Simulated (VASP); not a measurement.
VASP ran on this input.

**INCAR**
```
SYSTEM  =  RuTe
PREC  =  Accurate; ENCUT  =  400; LREAL  =  .FALSE.
LASPH  =  .TRUE.
EDIFF  =  1E-6; NELM  =  100; ALGO  =  Normal
LMAXMIX  =  4; LMIXTAU  =  .TRUE.
ISMEAR  =  1; SIGMA  =  0.1
METAGGA  =  R2SCAN
IBRION  =  2; NSW  =  60; ISIF  =  3
EDIFFG  =  -0.01
LWAVE  =  .FALSE.; LCHARG  =  .FALSE.
```

POSCAR:
```
RuTe
1
   -0.0000000000     2.7112475890     2.7112475890
    2.7112475890     0.0000000000     2.7112475890
    2.7112475890     2.7112475890     0.0000000000
Ru Te
1 1
Direct
  0.0000000000   0.0000000000   0.0000000000
  0.5000000000   0.5000000000   0.5000000000
```

**KPOINTS**
```
Automatic mesh
0
Gamma
11 11 11
0 0 0
```

POTCAR, in this order: Ru_pv Te (PBE.64 set). Program: vasp_std.

Write an equivalent input for Ansatz.

One equivalent input (not run):
Ansatz 0.2 input:
```yaml
crystal:
  lattice:
    - [0.0000000, 2.7112476, 2.7112476]
    - [2.7112476, 0.0000000, 2.7112476]
    - [2.7112476, 2.7112476, 0.0000000]
  atoms:
    - { symbol: Ru, position: [0.0000000, 0.0000000, 0.0000000] }
    - { symbol: Te, position: [0.5000000, 0.5000000, 0.5000000] }
kpoints:
  mp_grid: { grid: [11, 11, 11] }
hamiltonian:
  xc: r2scan
  pseudopotentials: { kind: paw }
scf:
  occupations: { method: methfessel_paxton, width: 0.1 }
  max_iter: 100
relax:
  max_steps: 60
  f_tol: 0.01
  cell: {}
output: { forces: true, stress: true, eigenvalues: true }
```
Limits of the translation: each code has its own PAW files, so the cut-off isn't converted (ENCUT is set for VASP's; basis.ecutwfc is left out, and Ansatz then takes the one that its files recommend); Ansatz stops its SCF on the density residual and VASP on the energy change (EDIFF).

The structure was generated: RuTe was put into the rock salt type (Fm-3m), which need not be its known phase. This run relaxes it. Symmetry was kept, so distortions that lower it aren't found. The start is the result of an earlier pass.
